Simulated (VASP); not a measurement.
These are PBE GGA, VASP's PBE PAW potentials (set 64) (plane waves; VASP) values and carry that method's errors.

Input for VASP

KPOINTS:
```
Automatic mesh
0
Gamma
2 2 2
0 0 0
```

### INCAR
```
SYSTEM = MgI2
PREC = Accurate
ENCUT = 300
EDIFF = 1E-6
NELM = 100
ALGO = Normal
LREAL = .FALSE.
LASPH = .TRUE.
ISMEAR = -1
SIGMA = 0.05
GGA = PE
LMAXMIX = 4
LWAVE = .FALSE.
LCHARG = .FALSE.
ISIF = 2
```

POSCAR:
```
MgI2
1
    2.0750000000    -3.5940050000     0.0000000000
    2.0750000000     3.5940050000     0.0000000000
    0.0000000000     0.0000000000     6.8600000000
Mg I
1 2
Direct
  0.0000000000   0.0000000000   0.0000000000
  0.3333330000   0.6666670000   0.2420000000
  0.6666670000   0.3333330000   0.7580000000
```

POTCAR, in this order: Mg I (PBE.64 set). Program: vasp_std.

The resulting files:

### OUTCAR
```
 ion  position               nearest neighbor table
   1  0.000  0.000  0.000-   2 2.91   3 2.91   3 2.91   2 2.91   3 2.91   2 2.91
   2  0.333  0.667  0.242-   1 2.91   1 2.91   1 2.91
   3  0.667  0.333  0.758-   1 2.91   1 2.91   1 2.91
  LATTYP: Found a hexagonal cell.
 ALAT       =     4.1499996313
 C/A-ratio  =     1.6530121950
 Subroutine PRICEL returns:
 Original cell was already a primitive cell.
 Subroutine GETGRP returns: Found 12 space group operations
The static configuration has the point symmetry D_3d.
The dynamic configuration has the point symmetry D_3d.
 Subroutine INISYM returns: Found 12 space group operations
 Subroutine IBZKPT returns following result:
 Found      4 irreducible k-points:

 Following reciprocal coordinates:
            Coordinates               Weight
  0.000000  0.000000  0.000000      1.000000
  0.500000 -0.000000  0.000000      3.000000
  0.000000  0.000000  0.500000      1.000000
  0.500000 -0.000000  0.500000      3.000000
   k-points           NKPTS =      4   k-points in BZ     NKDIM =      4   number of bands    NBANDS=     12
   number of dos      NEDOS =    301   number of ions     NIONS =      3
   total plane-waves  NPLWV =  23040
   dimension x,y,z NGX =    24 NGY =   24 NGZ =   40
   dimension x,y,z NGXF=    48 NGYF=   48 NGZF=   80
   ions per type =               1   2
   PREC   = accura    normal or accurate (medium, high low for compatibility)
   ISTART =      0    job   : 0-new  1-cont  2-samecut
   ICHARG =      2    charge: 1-file 2-atom 10-const
   ISPIN  =      1    spin polarized calculation?
   LNONCOLLINEAR =      F non collinear calculations
   LSORBIT =      F    spin-orbit coupling
   INIWAV =      1    electr: 0-lowe 1-rand  2-diag
   ENCUT  =  300.0 eV  22.05 Ry    4.70 a.u.   5.86  5.86  9.69*2*pi/ulx,y,z
   NELM   =    100;   NELMIN=  2; NELMDL= -5     # of ELM steps
   EDIFF  = 0.1E-05   stopping-criterion for ELM
   LREAL  =      F    real-space projection
   NLSPLINE    = F    spline interpolate recip. space projectors
...
```

File OSZICAR:
```
       N       E                     dE             d eps       ncg     rms          rms(c)
DAV:   1     0.635021953401E+02    0.63502E+02   -0.44316E+03    96   0.675E+02
DAV:   2    -0.268694573216E+01   -0.66189E+02   -0.60598E+02   160   0.128E+02
DAV:   3    -0.695318415485E+01   -0.42662E+01   -0.42549E+01   116   0.389E+01
DAV:   4    -0.702409758856E+01   -0.70913E-01   -0.70904E-01   120   0.649E+00
DAV:   5    -0.702497806609E+01   -0.88048E-03   -0.88047E-03   116   0.673E-01    0.375E+00
DAV:   6    -0.683752242308E+01    0.18746E+00   -0.24972E-01    96   0.262E+00    0.273E+00
DAV:   7    -0.680617081072E+01    0.31352E-01   -0.19580E-01   104   0.242E+00    0.108E+00
DAV:   8    -0.680688234899E+01   -0.71154E-03   -0.10560E-02   100   0.652E-01    0.230E-01
DAV:   9    -0.680722219671E+01   -0.33985E-03   -0.10757E-03   104   0.235E-01    0.571E-02
DAV:  10    -0.680722467467E+01   -0.24780E-05   -0.26440E-05   116   0.387E-02    0.404E-02
DAV:  11    -0.680725008673E+01   -0.25412E-04   -0.26660E-05    96   0.388E-02    0.156E-02
DAV:  12    -0.680725147184E+01   -0.13851E-05   -0.31833E-06   112   0.121E-02    0.945E-03
DAV:  13    -0.680725182060E+01   -0.34875E-06   -0.34286E-07    48   0.381E-03
   1 F= -.68072518E+01 E0= -.68072518E+01  d E =-.576945E-10
```

File OUTCAR:
```
------------------------ aborting loop because EDIFF is reached ----------------------------------------
  FORCE on cell =-STRESS in cart. coord.  units (eV):
  Direction    XX          YY          ZZ          XY          YZ          ZX
  --------------------------------------------------------------------------------------
  Total        3.8285892      3.8285883      0.0698817      0.0000000     -0.0000000      0.0000000
  in kB       59.9512802     59.9512660      1.0942668      0.0000000     -0.0000000      0.0000000
  external PRESSURE =      40.3322710 kB  Pullay stress =       0.0000000 kB
  volume of cell :      102.32
      direct lattice vectors                 reciprocal lattice vectors
     2.075000000 -3.594005000  0.000000000     0.240963855 -0.139120563  0.000000000
     2.075000000  3.594005000  0.000000000     0.240963855  0.139120563  0.000000000
     0.000000000  0.000000000  6.860000000     0.000000000  0.000000000  0.145772595
 POSITION                                       TOTAL-FORCE (eV/Angst)
 -----------------------------------------------------------------------------------
      0.00000      0.00000      0.00000         0.000000      0.000000      0.000000
      2.07500      1.19800      1.66012         0.000000     -0.000000     -0.065528
      2.07500     -1.19800      5.19988        -0.000000     -0.000000      0.065528
 -----------------------------------------------------------------------------------
    total drift:                                0.000000     -0.000000      0.000000
  FREE ENERGIE OF THE ION-ELECTRON SYSTEM (eV)
  ---------------------------------------------------
  free  energy   TOTEN  =        -6.8072518206 eV

  energy  without entropy=       -6.8072518205  energy(sigma->0) =       -6.80725182
```
(Selected blocks of OUTCAR.)

The structure is a typed MgI2 crystal (P-3m1). The cell was not relaxed at this level. The k-mesh is coarse (spacing up to 0.87 per Å, 2π included), so the numbers may not be converged in it. The run is one of a series of settings (KPOINTS 2×2×2 Γ-centred mesh against the base run), some of them coarse on purpose.
